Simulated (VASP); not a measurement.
A run of VASP 6.6.1 is set up as follows.

Contents of INCAR:

```
  PREC = Accurate
  ENCUT = 600
  EDIFF = 1E-6
  ISMEAR = 0
  SIGMA = 0.01
  LREAL = False
  LASPH = True
  NELM = 100
  ALGO = Normal
  ISIF = 3
  LWAVE = False
  LCHARG = False
  GGA = PE
  IVDW = 12
  IBRION = 2
  NSW = 80
  EDIFFG = -0.002
```

File KPOINTS:

```
regular mesh
0
Gamma
  12 12 4
```

The input POSCAR:

```
BN
1.0
    2.4982400000      0.0000000000      0.0000000000
   -1.2491200000      2.1635393048      0.0000000000
    0.0000000000      0.0000000000      6.6357000000
B N
2 2
Direct
    0.3333333333      0.6666666667      0.2500000000
    0.6666666667      0.3333333333      0.7500000000
    0.3333333333      0.6666666667      0.7500000000
    0.6666666667      0.3333333333      0.2500000000
```

Potentials or basis: VASP PAW PBE potentials, release 64 (B, N).

Launch:

```sh
$ cat potpaw_PBE.64/B/POTCAR potpaw_PBE.64/N/POTCAR > POTCAR
$ mpirun -np 1 vasp_std > vasp.out
```

**Question.** What does it give for the relaxed volume?

**Answer.** 8.92 Å³/atom.

**Question.** Estimate the dispersion energy per atom.

**Answer.** -0.143 eV.

**Question.** What does it give for the band gap on the k mesh?

**Answer.** 4.25 eV, indirect (least direct gap 4.63 eV).

**Question.** What does it give for the relaxed cell?

**Answer.** a = 2.506 Å, b = 2.506 Å, c = 6.561 Å, α = 90.00°, β = 90.00°, γ = 120.00°.

Final structure:
```
B N
1.0
     2.50625    0.00000    0.00000
    -1.25313    2.17048    0.00000
     0.00000    0.00000    6.56055
B N
2 2
Direct
  0.33333 0.66667 0.25000
  0.66667 0.33333 0.75000
  0.33333 0.66667 0.75000
  0.66667 0.33333 0.25000
```

A k mesh can miss the band edges.
